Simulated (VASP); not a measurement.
Calculation: PBEsol GGA, VASP's PBE PAW potentials (set 64) (plane waves; VASP).

VASP ran on this input.

INCAR:
```
SYSTEM = SnO
PREC = Accurate; ENCUT = 520; LREAL = .FALSE.
LASPH = .TRUE.
EDIFF = 1E-6; NELM = 100; ALGO = Normal
LMAXMIX = 4
ISMEAR = 0; SIGMA = 0.05
GGA = PS
IBRION = 2; NSW = 60; ISIF = 3
EDIFFG = -0.02
LWAVE = .FALSE.; LCHARG = .FALSE.
```

### POSCAR
```
SnO
1
    3.3201873898     0.0000000000     0.0000000000
    0.0000000000     5.6151676794     0.0000000000
    0.0000000000     0.0000000000     4.0684728885
Sn O
2 2
Direct
  0.0000000000   0.2355127185   0.5141874574
  0.5000000000   0.7644872815   0.0141874574
  0.0000000000   0.8925322089   0.7358125426
  0.5000000000   0.1074677911   0.2358125426
```

**KPOINTS**
```
K-points
0
G
  6 4 5
0 0 0
```

POTCAR, in this order: Sn_d O (PBE.64 set). Program: vasp_std.

What VASP printed:

**OSZICAR**
```
...
DAV:   2    -0.238350294813E+02    0.43269E-02   -0.30813E-02  2040   0.196E+00    0.263E-01
DAV:   3    -0.238332447574E+02    0.17847E-02   -0.34480E-03  2288   0.101E+00    0.105E-01
DAV:   4    -0.238329841016E+02    0.26066E-03   -0.10954E-03  2744   0.414E-01    0.298E-02
DAV:   5    -0.238329912750E+02   -0.71734E-05   -0.24945E-04  2488   0.195E-01    0.157E-02
DAV:   6    -0.238329885433E+02    0.27317E-05   -0.21150E-05  2112   0.431E-02    0.737E-03
DAV:   7    -0.238329885189E+02    0.24394E-07   -0.54467E-06  1880   0.209E-02
  13 F= -.23832989E+02 E0= -.23832989E+02  d E =-.486485E-03
       N       E                     dE             d eps       ncg     rms          rms(c)
DAV:   1    -0.238921093388E+02   -0.59121E-01   -0.79626E+00  2016   0.238E+01    0.166E+00
DAV:   2    -0.238524372114E+02    0.39672E-01   -0.29232E-01  2064   0.574E+00    0.795E-01
DAV:   3    -0.238362730873E+02    0.16164E-01   -0.29830E-02  2312   0.300E+00    0.337E-01
DAV:   4    -0.238334817977E+02    0.27913E-02   -0.10139E-02  2752   0.131E+00    0.928E-02
DAV:   5    -0.238335263256E+02   -0.44528E-04   -0.23268E-03  2432   0.602E-01    0.454E-02
DAV:   6    -0.238335046369E+02    0.21689E-04   -0.20897E-04  2392   0.139E-01    0.199E-02
DAV:   7    -0.238335058669E+02   -0.12300E-05   -0.22591E-05  2408   0.428E-02    0.647E-03
DAV:   8    -0.238335054688E+02    0.39803E-06   -0.14253E-06  1184   0.200E-02
  14 F= -.23833505E+02 E0= -.23833505E+02  d E =-.100344E-02
       N       E                     dE             d eps       ncg     rms          rms(c)
DAV:   1    -0.238595411356E+02   -0.26035E-01   -0.16069E+00  2048   0.130E+01    0.103E+00
DAV:   2    -0.238407250636E+02    0.18816E-01   -0.88481E-02  2256   0.344E+00    0.458E-01
DAV:   3    -0.238353786146E+02    0.53464E-02   -0.11339E-02  2280   0.198E+00    0.187E-01
DAV:   4    -0.238345327579E+02    0.84586E-03   -0.31627E-03  2744   0.779E-01    0.561E-02
DAV:   5    -0.238345322673E+02    0.49058E-06   -0.76138E-04  2456   0.346E-01    0.264E-02
DAV:   6    -0.238345236133E+02    0.86540E-05   -0.93359E-05  2648   0.957E-02    0.963E-03
DAV:   7    -0.238345240662E+02   -0.45283E-06   -0.74770E-06  2360   0.260E-02
  15 F= -.23834524E+02 E0= -.23834524E+02  d E =-.101860E-02
       N       E                     dE             d eps       ncg     rms          rms(c)
DAV:   1    -0.238427282245E+02   -0.82046E-02   -0.51268E-01  2048   0.738E+00    0.580E-01
DAV:   2    -0.238367012313E+02    0.60270E-02   -0.27995E-02  2240   0.197E+00    0.259E-01
DAV:   3    -0.238349898535E+02    0.17114E-02   -0.37057E-03  2320   0.113E+00    0.104E-01
DAV:   4    -0.238347298351E+02    0.26002E-03   -0.99806E-04  2744   0.436E-01    0.315E-02
DAV:   5    -0.238347315772E+02   -0.17421E-05   -0.24445E-04  2448   0.193E-01    0.155E-02
DAV:   6    -0.238347285749E+02    0.30023E-05   -0.31138E-05  2584   0.544E-02    0.552E-03
DAV:   7    -0.238347287190E+02   -0.14413E-06   -0.22481E-06  1472   0.159E-02
  16 F= -.23834729E+02 E0= -.23834729E+02  d E =-.122325E-02
       N       E                     dE             d eps       ncg     rms          rms(c)
DAV:   1    -0.238404578327E+02   -0.57293E-02   -0.46719E-01  1744   0.554E+00    0.476E-01
DAV:   2    -0.238377973971E+02    0.26604E-02   -0.19794E-02  2520   0.198E+00    0.287E-01
DAV:   3    -0.238353788251E+02    0.24186E-02   -0.37024E-03  2552   0.936E-01    0.434E-02
DAV:   4    -0.238354294296E+02   -0.50605E-04   -0.86794E-04  2024   0.270E-01    0.231E-02
DAV:   5    -0.238354283519E+02    0.10778E-05   -0.36692E-05  2248   0.538E-02    0.117E-02
DAV:   6    -0.238354282116E+02    0.14030E-06   -0.41139E-06  1656   0.208E-02
  17 F= -.23835428E+02 E0= -.23835428E+02  d E =-.699493E-03
       N       E                     dE             d eps       ncg     rms          rms(c)
DAV:   1    -0.238366004318E+02   -0.11721E-02   -0.10163E-01  1768   0.258E+00    0.222E-01
DAV:   2    -0.238360073713E+02    0.59306E-03   -0.42281E-03  2568   0.929E-01    0.134E-01
DAV:   3    -0.238354753692E+02    0.53200E-03   -0.79488E-04  2520   0.443E-01    0.197E-02
DAV:   4    -0.238354875137E+02   -0.12145E-04   -0.19784E-04  2024   0.129E-01    0.103E-02
DAV:   5    -0.238354873276E+02    0.18610E-06   -0.81848E-06  2104   0.260E-02
  18 F= -.23835487E+02 E0= -.23835487E+02  d E =-.758609E-03
       N       E                     dE             d eps       ncg     rms          rms(c)
DAV:   1    -0.238406161253E+02   -0.51286E-02   -0.25269E-01  1776   0.470E+00    0.423E-01
DAV:   2    -0.238375740506E+02    0.30421E-02   -0.11112E-02  2376   0.151E+00    0.236E-01
DAV:   3    -0.238360187532E+02    0.15553E-02   -0.23574E-03  2408   0.875E-01    0.676E-02
DAV:   4    -0.238359444954E+02    0.74258E-04   -0.60418E-04  2520   0.242E-01    0.212E-02
DAV:   5    -0.238359435715E+02    0.92386E-06   -0.80020E-05  2056   0.135E-01    0.774E-03
DAV:   6    -0.238359435483E+02    0.23227E-07   -0.78958E-06  2272   0.360E-02
  19 F= -.23835944E+02 E0= -.23835944E+02  d E =-.456221E-03
       N       E                     dE             d eps       ncg     rms          rms(c)
DAV:   1    -0.238462148865E+02   -0.10271E-01   -0.53939E-01  1776   0.687E+00    0.619E-01
DAV:   2    -0.238396908908E+02    0.65240E-02   -0.23893E-02  2360   0.218E+00    0.345E-01
DAV:   3    -0.238363696641E+02    0.33212E-02   -0.49912E-03  2408   0.127E+00    0.100E-01
DAV:   4    -0.238361993962E+02    0.17027E-03   -0.12885E-03  2568   0.357E-01    0.310E-02
DAV:   5    -0.238361959631E+02    0.34332E-05   -0.17287E-04  2040   0.198E-01    0.113E-02
DAV:   6    -0.238361958258E+02    0.13722E-06   -0.17295E-05  2712   0.532E-02    0.463E-03
DAV:   7    -0.238361957651E+02    0.60773E-07   -0.21336E-06  1224   0.148E-02
  20 F= -.23836196E+02 E0= -.23836196E+02  d E =-.708437E-03
       N       E                     dE             d eps       ncg     rms          rms(c)
DAV:   1    -0.238364636744E+02   -0.26785E-03   -0.27802E-02  2304   0.140E+00    0.802E-02
DAV:   2    -0.238363444065E+02    0.11927E-03   -0.66561E-04  2440   0.294E-01    0.315E-02
DAV:   3    -0.238363158651E+02    0.28541E-04   -0.72869E-05  2360   0.160E-01    0.115E-02
DAV:   4    -0.238363119244E+02    0.39407E-05   -0.17821E-05  2712   0.578E-02    0.359E-03
DAV:   5    -0.238363111244E+02    0.79999E-06   -0.30788E-06  1456   0.208E-02
  21 F= -.23836311E+02 E0= -.23836311E+02  d E =-.115359E-03
       N       E                     dE             d eps       ncg     rms          rms(c)
DAV:   1    -0.238369075080E+02   -0.59558E-03   -0.93273E-02  2304   0.256E+00    0.146E-01
DAV:   2    -0.238365077296E+02    0.39978E-03   -0.22068E-03  2440   0.540E-01    0.577E-02
DAV:   3    -0.238364109002E+02    0.96829E-04   -0.24714E-04  2360   0.294E-01    0.207E-02
DAV:   4    -0.238363991514E+02    0.11749E-04   -0.59518E-05  2736   0.104E-01    0.655E-03
DAV:   5    -0.238363976248E+02    0.15266E-05   -0.11012E-05  2120   0.378E-02    0.244E-03
DAV:   6    -0.238363974563E+02    0.16851E-06   -0.70708E-07   920   0.111E-02
  22 F= -.23836397E+02 E0= -.23836397E+02  d E =-.201691E-03
       N       E                     dE             d eps       ncg     rms          rms(c)
DAV:   1    -0.238372141272E+02   -0.81650E-03   -0.24085E-02  2040   0.218E+00    0.178E-01
DAV:   2    -0.238365949547E+02    0.61917E-03   -0.30346E-03  2272   0.592E-01    0.582E-02
DAV:   3    -0.238364964917E+02    0.98463E-04   -0.26953E-04  2192   0.328E-01    0.247E-02
DAV:   4    -0.238364764484E+02    0.20043E-04   -0.77733E-05  2528   0.148E-01    0.794E-03
DAV:   5    -0.238364742597E+02    0.21887E-05   -0.18638E-05  2368   0.424E-02    0.398E-03
DAV:   6    -0.238364732930E+02    0.96666E-06   -0.95851E-07   912   0.122E-02
  23 F= -.23836473E+02 E0= -.23836473E+02  d E =-.758367E-04
```

### OUTCAR
```
------------------------ aborting loop because EDIFF is reached ----------------------------------------
  FORCE on cell =-STRESS in cart. coord.  units (eV):
  Direction    XX          YY          ZZ          XY          YZ          ZX
  --------------------------------------------------------------------------------------
  Total        0.0320796      0.0625144      0.0371286      0.0000000      0.0000000      0.0000000
  in kB        0.7121116      1.3877102      0.8241895      0.0000000      0.0000000      0.0000000
  external PRESSURE =       0.9746704 kB  Pullay stress =       0.0000000 kB
  volume of cell :       72.18
      direct lattice vectors                 reciprocal lattice vectors
     3.319541989  0.000000000  0.000000000     0.301246378  0.000000000  0.000000000
     0.000000000  5.701149901  0.000000000     0.000000000  0.175403211  0.000000000
     0.000000000  0.000000000  3.813739345     0.000000000  0.000000000  0.262209844
 POSITION                                       TOTAL-FORCE (eV/Angst)
 -----------------------------------------------------------------------------------
      0.00000      1.34344      2.02791         0.000000      0.001628      0.000614
      1.65977      4.35771      0.12104         0.000000     -0.001628      0.000614
      0.00000      5.02849      2.73927         0.000000      0.018455     -0.000614
      1.65977      0.67266      0.83240         0.000000     -0.018455     -0.000614
 -----------------------------------------------------------------------------------
    total drift:                                0.000000      0.000000      0.001286
  FREE ENERGIE OF THE ION-ELECTRON SYSTEM (eV)
  ---------------------------------------------------
  free  energy   TOTEN  =       -23.8364732930 eV

  energy  without entropy=      -23.8364732930  energy(sigma->0) =      -23.83647329

 reached required accuracy - stopping structural energy minimisation
```
(Selected blocks of OUTCAR.)

File CONTCAR:
```
SnO
   1.00000000000000
     3.3195419885634818    0.0000000000000000    0.0000000000000000
     0.0000000000000000    5.7011499014192397    0.0000000000000000
     0.0000000000000000    0.0000000000000000    3.8137393448368462
  Sn              O
     2     2
Direct
     0.0000000000000000    0.2356434177867350    0.5317366640206928
     0.5000000000000000    0.7643565822132649    0.0317366640206926
     0.0000000000000000    0.8820132739939253    0.7182633359793072
     0.5000000000000000    0.1179867260060748    0.2182633359793074
```

Energy and stress use the plane-wave basis of the starting cell. Without a dispersion term in the relaxation, distances and binding between the weakly bound layers, chains or molecules are unreliable, and so is what depends on them.

The structure comes from a computed database's SnO entry (Pmn2_1); how it stands against other phases isn't given here. This run relaxes it. Symmetry was kept, so distortions that lower it aren't found. The start is the result of an earlier pass.
